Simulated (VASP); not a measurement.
Here is the system:

```
CELL_PARAMETERS angstrom
      3.72204     0.00000     0.00000
      0.00000     3.72204     0.00000
      0.00000     0.00000     4.65434
ATOMIC_POSITIONS crystal
  Sn 0.50000 0.00000 0.75772
  Sn 0.00000 0.50000 0.24228
  O  0.50000 0.50000 0.00000
  O  0.00000 0.00000 0.00000
```

All values below come from r2SCAN+rVV10, VASP's PBE PAW potentials (set 64) (plane waves; VASP 6.6.1). Settings: 520 eV cut-off, 6×6×5 Γ-centred mesh, Gaussian smearing of 0.050 eV, potentials Sn_d O.

Task: The ions and cell shape at fixed volume are relaxed. What does this cell relax into?

Result: 
```
CELL_PARAMETERS angstrom
      3.76334     0.00000     0.00000
      0.00000     3.76334     0.00000
      0.00000     0.00000     4.55275
ATOMIC_POSITIONS crystal
  Sn 0.50000 0.00000 0.74660
  Sn 0.00000 0.50000 0.25340
  O  0.50000 0.50000 0.00000
  O  0.00000 0.00000 0.00000
```
Space group P4/nmm (129), at a tolerance of 0.03 Å.

Task: How much energy does the relaxation gain?

Result: The energy (σ→0) changes by -14.2 meV/atom, in 7 ionic steps.

```tsv
step	E(σ→0) (eV)	max force (eV/Å)	pressure (GPa)	volume (Å³)
1	-65.7366	1.011	7.26	64.48
2	-65.7852	0.083	3.38	64.48
3	-65.7853	0.051	3.50	64.48
4	-65.7916	0.015	3.17	64.48
5	-65.7936	0.017	2.86	64.48
6	-65.7936	0.018	2.85	64.48
7	-65.7936	0.005	2.76	64.48
```

The compound is SnO in the litharge structure. This cell is one point of a volume scan, at 0.94 of the reference volume. Symmetry was kept, so distortions that lower it aren't found.
